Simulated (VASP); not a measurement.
A convergence study with VASP on MoSe2: one setting is varied, all else stays as given below, so the limit is that of these other settings.

```yaml
crystal:
  lattice:
    - [3.27355, 0.00000, 0.00000]
    - [-1.63678, 2.83498, 0.00000]
    - [0.00000, 0.00000, 23.75191]
  atoms:
    - { symbol: Mo, position: [0.66667, 0.33333, 0.36459] }
    - { symbol: Mo, position: [0.33333, 0.66667, 0.63541] }
    - { symbol: Se, position: [0.66667, 0.33333, 0.70529] }
    - { symbol: Se, position: [0.33333, 0.66667, 0.43446] }
    - { symbol: Se, position: [0.33333, 0.66667, 0.29471] }
    - { symbol: Se, position: [0.66667, 0.33333, 0.56554] }
```

Calculation: PBEsol GGA, VASP's PBE PAW potentials (set 64) (plane waves; VASP 6.6.1). The tightest run used: 600 eV cut-off, 8×8×1 Γ-centred mesh, Fermi-Dirac smearing of 0.050 eV, potentials Mo_sv Se.

Q: The settings run are ENCUT = 150; ENCUT = 180; ENCUT = 210; ENCUT = 255; ENCUT = 360; ENCUT = 450; ENCUT = 600. From which on does the energy per atom stay within 0.01 eV/atom of the tightest run?

A: From ENCUT = 255 on: it is off by 0.0032 there and by no more than 0.01 in any finer run, while ENCUT = 210 is off by 0.0458.
```csv
setting,E (eV/atom),plane waves,difference judged (eV/atom)
ENCUT = 150,-6.1237,941,1.0799
ENCUT = 180,-6.9930,1239,0.2106
ENCUT = 210,-7.1578,1548,0.0458
ENCUT = 255,-7.2003,2071,0.0032
ENCUT = 360,-7.2023,3451,0.0013
ENCUT = 450,-7.2032,4816,0.0004
ENCUT = 600,-7.2036,7427,0.0000
```

Left out are rungs that failed or repeat a setting and relaxations that didn't move; long series are thinned to 24 rows.

The cell is a sheet or thin cut with vacuum, built from a generated structure.
